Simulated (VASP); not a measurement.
Band gaps of Zn2SeS (space group P-4m2) from VASP (PAW), without and with spin-orbit coupling. Semilocal levels are at their own relaxed cell, hybrids and mBJ at PBE's; 0.00 means no gap at that level.

The cell of the PBEsol run:

```
CELL_PARAMETERS angstrom
      3.88879     0.00000     0.00000
      0.00000     3.88879     0.00000
      0.00000     0.00000     5.48388
ATOMIC_POSITIONS crystal
  Zn 0.50000 0.00000 0.76322
  Zn 0.00000 0.50000 0.23678
  Se 0.00000 0.00000 0.50000
  S  0.50000 0.50000 0.00000
```

| level | gap without SOC (eV) | gap with SOC (eV) | shift (eV) |
|---|---|---|---|
| PBEsol | 1.56 | ? | ? |

Problem. Fill in the missing entries.

Solution. 
- PBEsol, gap with SOC (eV): 1.47
- PBEsol, shift (eV): -0.09

Only levels that ran to the end are used. Left out are those held back, those with too coarse a band path, GW runs whose mesh misses a band edge, hybrids' fits of cells that aren't cubic and levels without matching references; a question may draw on a part of the rest.

The structure comes from a computed database's Zn2SeS entry (P-4m2); how it stands against other phases isn't given here. It was relaxed first. Symmetry was kept, so distortions that lower it aren't found.
